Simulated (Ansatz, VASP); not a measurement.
# CrCuO4: VASP beside Ansatz, part 2 of 3

Wanted: the spread between two codes on one cell, functional and k mesh. The cell is taken from a series of VASP runs on this material, whose earlier steps may have relaxed, scaled or displaced it; both programs get it as it stands.

VASP 6.6.1 and Ansatz 0.2.0.

So far: The structure; VASP: zone-centre phonons, PBEsol with D3(BJ), DFT+U.

### Step 2. VASP: zone-centre phonons, PBEsol with D3(BJ), DFT+U (continued)

Level of this step: PBEsol with D3(BJ), DFT+U (Cr d 4 eV, Cu d 4 eV), spin-polarised from a ferromagnetic start; plane waves and PAW (Cr_pv, Cu, O) (VASP).

From OUTCAR (step 2):

```text
ion  position               nearest neighbor table
   1  0.631  0.369  0.250-  10 1.59  12 1.59   6 1.72   7 1.72
   2  0.369  0.631  0.750-   9 1.59  11 1.59   5 1.72   8 1.72
   3  0.000  0.000  0.500-   5 1.94   6 1.94   7 1.94   8 1.94  10 2.26  11 2.26
   4  0.000  0.000  0.000-   5 1.94   6 1.94   7 1.94   8 1.94   9 2.26  12 2.26
   5  0.745  0.781  0.750-   2 1.72   3 1.94   4 1.94
   6  0.255  0.219  0.250-   1 1.72   3 1.94   4 1.94
   7  0.781  0.745  0.250-   1 1.72   3 1.94   4 1.94
   8  0.219  0.255  0.750-   2 1.72   3 1.94   4 1.94
   9  0.262  0.738  0.974-   2 1.59   4 2.26
  10  0.738  0.262  0.474-   1 1.59   3 2.26
  11  0.262  0.738  0.526-   2 1.59   3 2.26
  12  0.738  0.262  0.026-   1 1.59   4 2.26

  LATTYP: Found a base centered orthorhombic cell.
 ALAT       =     5.3973161236
 B/A-ratio  =     1.5975922969
 C/A-ratio  =     1.0758001987

 Subroutine GETGRP returns: Found  8 space group operations
 (whereof  4 operations were pure point group operations)

The static configuration has the point symmetry C_2h.
 The point group associated with its full space group is D_2h.

 Found     27 irreducible k-points:

   k-points           NKPTS =     27   k-points in BZ     NKDIM =     27   number of bands    NBANDS=     67

   dimension x,y,z NGX =    40 NGY =   40 NGZ =   48
   dimension x,y,z NGXF=    80 NGYF=   80 NGZF=   96

   ENCUT  =  520.0 eV  38.22 Ry    6.18 a.u.   9.46  9.46 10.80*2*pi/ulx,y,z

   NELECT =      94.0000    total number of electrons

 k-points in reciprocal lattice and weights: Automatic mesh
   0.00000000  0.00000000  0.00000000       0.010
   0.20000000  0.00000000  0.00000000       0.040
   0.40000000  0.00000000  0.00000000       0.040
   0.20000000  0.20000000  0.00000000       0.020
   0.40000000  0.20000000  0.00000000       0.040
  -0.40000000  0.20000000  0.00000000       0.040
  -0.20000000  0.20000000  0.00000000       0.020
   0.40000000  0.40000000  0.00000000       0.020
  -0.40000000  0.40000000  0.00000000       0.020
[...]
0.40000000  0.40000000  0.50000000       0.020
  -0.40000000  0.40000000  0.50000000       0.020

 Edisp (eV)   -1.96138

atom =   1  type =  1  l = 2

 onsite density matrix

spin component  1

  0.4447  0.0000  0.0000 -0.0003  0.0000
  0.0000  0.5791 -0.0000  0.0000  0.0000
  0.0000 -0.0000  0.4947  0.0000 -0.0618
 -0.0003  0.0000  0.0000  0.3732 -0.0000
  0.0000  0.0000 -0.0618 -0.0000  0.4094

spin component  2

  0.4646 -0.0000 -0.0000 -0.0002 -0.0000
 -0.0000  0.5780  0.0000 -0.0000  0.0000
 -0.0000  0.0000  0.4943 -0.0000 -0.0606
 -0.0002 -0.0000 -0.0000  0.3754  0.0000
 -0.0000  0.0000 -0.0606  0.0000  0.3960

 occupancies and eigenvectors

  o =  0.3671  v =  0.0000  0.0000  0.0000  0.0000  0.0000  0.0000 -0.0002  0.4300 -0.0000  0.9028      0.0000  0.0000  0.0000  0.0000  0.0000  0.0000  0.0000  0.0000  0.0000  0.0000
  o =  0.3732  v = -0.0039  0.0000  0.0000 -1.0000  0.0000  0.0000  0.0000  0.0000  0.0000  0.0000      0.0000  0.0000  0.0000  0.0000  0.0000  0.0000  0.0000  0.0000  0.0000  0.0000
  o =  0.3754  v =  0.0000  0.0000  0.0000  0.0000  0.0000  0.0018  0.0000  0.0000  1.0000  0.0000      0.0000  0.0000  0.0000  0.0000  0.0000  0.0000  0.0000  0.0000  0.0000  0.0000
  o =  0.3769  v =  0.0000 -0.0002  0.4648  0.0000  0.8854  0.0000  0.0000  0.0000  0.0000  0.0000      0.0000  0.0000  0.0000  0.0000  0.0000  0.0000  0.0000  0.0000  0.0000  0.0000
  o =  0.4447  v = -1.0000  0.0000 -0.0000  0.0039 -0.0000  0.0000  0.0000  0.0000  0.0000  0.0000      0.0000  0.0000  0.0000  0.0000  0.0000  0.0000  0.0000  0.0000  0.0000  0.0000
  o =  0.4646  v =  0.0000  0.0000  0.0000  0.0000  0.0000 -1.0000  0.0000  0.0000  0.0018  0.0000      0.0000  0.0000  0.0000  0.0000  0.0000  0.0000  0.0000  0.0000  0.0000  0.0000
  o =  0.5232  v =  0.0000  0.0000  0.0000  0.0000  0.0000  0.0000 -0.0003 -0.9028  0.0000  0.4300      0.0000  0.0000  0.0000  0.0000  0.0000  0.0000  0.0000  0.0000  0.0000  0.0000
  o =  0.5271  v =  0.0000 -0.0004 -0.8854 -0.0000  0.4648  0.0000  0.0000  0.0000  0.0000  0.0000      0.0000  0.0000  0.0000  0.0000  0.0000  0.0000  0.0000  0.0000  0.0000  0.0000
[...]
4.116141  0.154767  4.354825     0.000000    0.000000   -0.045043
      1.281175 -0.154767  1.451608     0.000000   -0.000000    0.045043
      4.116141 -0.154767  1.451608    -0.000000   -0.000000    0.045043
      1.281175  0.154767  4.354825    -0.000000    0.000000   -0.045043
      2.698658  2.056337  5.653884    -0.000000   -0.227526   -0.340283
      2.698658 -2.056337  2.750667     0.000000   -0.227526    0.340283
      2.698658  2.056337  3.055766     0.000000    0.227526   -0.340283
      2.698658 -2.056337  0.152549     0.000000    0.227526    0.340283

   2 f  =   29.810285 THz   187.303546 2PiTHz  994.364082 cm-1   123.285378 meV
             X         Y         Z           dx          dy          dz
      2.698658 -1.132817  1.451608    -0.000000    0.000000    0.398317
      2.698658  1.132817  4.354825    -0.000000   -0.000000    0.398317
      0.000000  0.000000  2.903217    -0.000000    0.014897    0.000374
      0.000000  0.000000  0.000000    -0.000000   -0.014897    0.000374
      4.116141  0.154767  4.354825     0.000000    0.000000   -0.015303
      1.281175 -0.154767  1.451608     0.000000   -0.000000   -0.015303
      4.116141 -0.154767  1.451608    -0.000000   -0.000000   -0.015303
      1.281175  0.154767  4.354825    -0.000000    0.000000   -0.015303
      2.698658  2.056337  5.653884    -0.000000   -0.227835   -0.344119
      2.698658 -2.056337  2.750667     0.000000    0.227835   -0.344119
      2.698658  2.056337  3.055766     0.000000    0.227835   -0.344119
      2.698658 -2.056337  0.152549     0.000000   -0.227835   -0.344119

   3 f  =   29.278487 THz   183.962159 2PiTHz  976.625200 cm-1   121.086038 meV
             X         Y         Z           dx          dy          dz
      2.698658 -1.132817  1.451608     0.000000   -0.305427    0.000000
      2.698658  1.132817  4.354825     0.000000   -0.305427    0.000000
      0.000000  0.000000  2.903217    -0.000000    0.013826    0.017163
      0.000000  0.000000  0.000000     0.000000    0.013826   -0.017163
      4.116141  0.154767  4.354825     0.013489   -0.009186   -0.000000
      1.281175 -0.154767  1.451608     0.013489   -0.009186   -0.000000
      4.116141 -0.154767  1.451608    -0.013489   -0.009186   -0.000000
      1.281175  0.154767  4.354825    -0.013489   -0.009186   -0.000000
      2.698658  2.056337  5.653884    -0.000000    0.270724    0.359940
      2.698658 -2.056337  2.750667    -0.000000    0.270724   -0.359940
      2.698658  2.056337  3.055766     0.000000    0.270724   -0.359940
      2.698658 -2.056337  0.152549    -0.000000    0.270724    0.359940

   4 f  =   29.252155 THz   183.796711 2PiTHz  975.746866 cm-1   120.977139 meV
             X         Y         Z           dx          dy          dz
      2.698658 -1.132817  1.451608     0.000000   -0.320827    0.000000
      2.698658  1.132817  4.354825    -0.000000    0.320827    0.000000
      0.000000  0.000000  2.903217     0.000000    0.000000    0.000000
      0.000000  0.000000  0.000000     0.000000    0.000000   -0.000000
      4.116141  0.154767  4.354825    -0.009538   -0.013720   -0.000000
      1.281175 -0.154767  1.451608     0.009538    0.013720    0.000000
      4.116141 -0.154767  1.451608    -0.009538    0.013720    0.000000
      1.281175  0.154767  4.354825     0.009538   -0.013720   -0.000000
      2.698658  2.056337  5.653884     0.000000   -0.270195   -0.353908
      2.698658 -2.056337  2.750667     0.000000    0.270195   -0.353908
      2.698658  2.056337  3.055766    -0.000000   -0.270195    0.353908
      2.698658 -2.056337  0.152549    -0.000000    0.270195    0.353908

   5 f  =   24.411854 THz   153.384200 2PiTHz  814.291788 cm-1   100.959269 meV
             X         Y         Z           dx          dy          dz
      2.698658 -1.132817  1.451608    -0.000000    0.220931    0.000000
      2.698658  1.132817  4.354825    -0.000000   -0.220931   -0.000000
      0.000000  0.000000  2.903217    -0.000000   -0.000000    0.000000
      0.000000  0.000000  0.000000    -0.000000   -0.000000   -0.000000
      4.116141  0.154767  4.354825    -0.409897    0.226984   -0.000000
      1.281175 -0.154767  1.451608     0.409897   -0.226984   -0.000000
      4.116141 -0.154767  1.451608    -0.409897   -0.226984   -0.000000
      1.281175  0.154767  4.354825     0.409897    0.226984   -0.000000
      2.698658  2.056337  5.653884     0.000000   -0.048657   -0.060745
      2.698658 -2.056337  2.750667    -0.000000    0.048657   -0.060745
      2.698658  2.056337  3.055766    -0.000000   -0.048657    0.060745
      2.698658 -2.056337  0.152549    -0.000000    0.048657    0.060745

   6 f  =   23.895137 THz   150.137577 2PiTHz  797.055991 cm-1    98.822304 meV
             X         Y         Z           dx          dy          dz
      2.698658 -1.132817  1.451608    -0.000000    0.226915    0.000000
      2.698658  1.132817  4.354825     0.000000    0.226915   -0.000000
      0.000000  0.000000  2.903217    -0.000000   -0.006141    0.041593
      0.000000  0.000000  0.000000    -0.000000   -0.006141   -0.041593
      4.116141  0.154767  4.354825     0.409514   -0.228248    0.000000
      1.281175 -0.154767  1.451608     0.409514   -0.228248   -0.000000
      4.116141 -0.154767  1.451608    -0.409514   -0.228248   -0.000000
      1.281175  0.154767  4.354825    -0.409514   -0.228248    0.000000
      2.698658  2.056337  5.653884     0.000000    0.029821    0.051800
      2.698658 -2.056337  2.750667     0.000000    0.029821   -0.051800
      2.698658  2.056337  3.055766     0.000000    0.029821   -0.051800
      2.698658 -2.056337  0.152549    -0.000000    0.029821    0.051800

   7 f  =   22.257291 THz   139.846681 2PiTHz  742.423298 cm-1    92.048716 meV
             X         Y         Z           dx          dy          dz
      2.698658 -1.132817  1.451608     0.396870    0.000000   -0.000000
      2.698658  1.132817  4.354825     0.396870   -0.000000    0.000000
      0.000000  0.000000  2.903217     0.016305   -0.000000   -0.000000
      0.000000  0.000000  0.000000     0.016305   -0.000000   -0.000000
      4.116141  0.154767  4.354825    -0.356658    0.208827    0.000000
      1.281175 -0.154767  1.451608    -0.356658    0.208827    0.000000
      4.116141 -0.154767  1.451608    -0.356658   -0.208827   -0.000000
      1.281175  0.154767  4.354825    -0.356658   -0.208827    0.000000
      2.698658  2.056337  5.653884    -0.017336   -0.000000   -0.000000
      2.698658 -2.056337  2.750667    -0.017336   -0.000000    0.000000
      2.698658  2.056337  3.055766    -0.017336    0.000000   -0.000000
      2.698658 -2.056337  0.152549    -0.017336    0.000000    0.000000

   8 f  =   20.867050 THz   131.111545 2PiTHz  696.049880 cm-1    86.299148 meV
             X         Y         Z           dx          dy          dz
      2.698658 -1.132817  1.451608    -0.433824   -0.000000    0.000000
      2.698658  1.132817  4.354825     0.433824   -0.000000   -0.000000
      0.000000  0.000000  2.903217    -0.000000   -0.000000   -0.000000
      0.000000  0.000000  0.000000     0.000000    0.000000    0.000000
      4.116141  0.154767  4.354825    -0.330757    0.213961   -0.000000
      1.281175 -0.154767  1.451608     0.330757   -0.213961   -0.000000
      4.116141 -0.154767  1.451608     0.330757    0.213961    0.000000
      1.281175  0.154767  4.354825    -0.330757   -0.213961    0.000000
      2.698658  2.056337  5.653884    -0.026816   -0.000000   -0.000000
    [... 420 further lines ...]
      2.698658 -2.056337  2.750667     0.000000    0.000880   -0.210070
      2.698658  2.056337  3.055766     0.000000    0.000880   -0.210070
      2.698658 -2.056337  0.152549     0.000000   -0.000880   -0.210070

 ELASTIC MODULI CONTR FROM IONIC RELAXATION (kBar)
 Direction    XX          YY          ZZ          XY          YZ          ZX
 --------------------------------------------------------------------------------
 XX        -988.6467   -389.6698   -200.5309      0.0000     -0.0000      0.0000
 YY        -389.6698  -1180.0325  -1199.5349     -0.0000      0.0000     -0.0000
 ZZ        -200.5309  -1199.5349  -2520.9393     -0.0000      0.0000     -0.0000
 XY          -0.0000     -0.0000      0.0000   -616.9467      0.0000      0.0000
 YZ           0.0000      0.0000      0.0000     -0.0000  -1145.7149     -0.0000
 ZX           0.0000     -0.0000     -0.0000      0.0000     -0.0000    -85.7952
 --------------------------------------------------------------------------------

 total charge
# of ion       s       p       d       tot
------------------------------------------
    1        0.545   6.723   4.554  11.822
    2        0.545   6.723   4.554  11.822
    3        0.349   0.408   9.120   9.877
    4        0.349   0.408   9.120   9.877
    5        1.566   3.437   0.000   5.003
    6        1.566   3.437   0.000   5.003
    7        1.566   3.437   0.000   5.003
    8        1.566   3.437   0.000   5.003
    9        1.604   3.340   0.000   4.944
   10        1.604   3.340   0.000   4.944
   11        1.604   3.340   0.000   4.944
   12        1.604   3.340   0.000   4.944
--------------------------------------------------
tot         14.468  41.371  27.348  83.186

 magnetization (x)
# of ion       s       p       d       tot
------------------------------------------
    1       -0.002  -0.006  -0.007  -0.016
    2       -0.002  -0.006  -0.007  -0.016
    3        0.002   0.001  -0.673  -0.670
    4        0.002   0.001  -0.673  -0.670
    5       -0.009  -0.093   0.000  -0.102
    6       -0.009  -0.093   0.000  -0.102
    7       -0.009  -0.093   0.000  -0.102
    8       -0.009  -0.093   0.000  -0.102
    9       -0.000  -0.034   0.000  -0.034
   10       -0.000  -0.034   0.000  -0.034
   11       -0.000  -0.034   0.000  -0.034
   12       -0.000  -0.034   0.000  -0.034
--------------------------------------------------
tot         -0.038  -0.518  -1.360  -1.916
```

(Part 2 of 3 ends here.)

[Lines on the potential files, build, host, timing and source positions are cut from VASP's logs without a mark.]

[Logs are printed without paths, hosts, clocks, repeated set-up lines and the standing remarks that a program may print on its own settings, such as how far it seeks lower states.]

[Hosts, paths, dates, database ids (printed as entryN), source tags and the programs' standing remarks are cut or masked in the printed files.]
